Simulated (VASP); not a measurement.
# TiTe2 (relaxed from the CdI2 structure, space group P-3m1): computed properties

Computed with r2SCAN meta-GGA, VASP's PBE PAW potentials (set 64) (plane waves; VASP).

```
Quantity                                                                                  Value
----------------------------------  -----------------------------------------------------------
space group                                                                         P-3m1 (164)
cell                                a = b = 3.8167 Å, c = 6.7058 Å, α = β = 90.00°, γ = 120.00°
volume per atom                                                                   28.20 Å³/atom
band gap (over mesh and band path)                     none (metal, semimetal or under 0.01 eV)
density                                                                              5.95 g/cm³
```

```
CELL_PARAMETERS angstrom
      3.81674     0.00000     0.00000
     -1.90837     3.30540     0.00000
      0.00000     0.00000     6.70580
ATOMIC_POSITIONS crystal
  Ti 0.00000 0.00000 0.00000
  Te 0.33333 0.66667 0.25109
  Te 0.66667 0.33333 0.74891
```

Unless said otherwise, spin-orbit coupling is left out, though it shifts the bands of the heavy elements here.

The structure was generated: TiTe2 was put into the CdI2 type (P-3m1), which need not be its known phase. It was relaxed first. Symmetry was kept, so distortions that lower it aren't found.
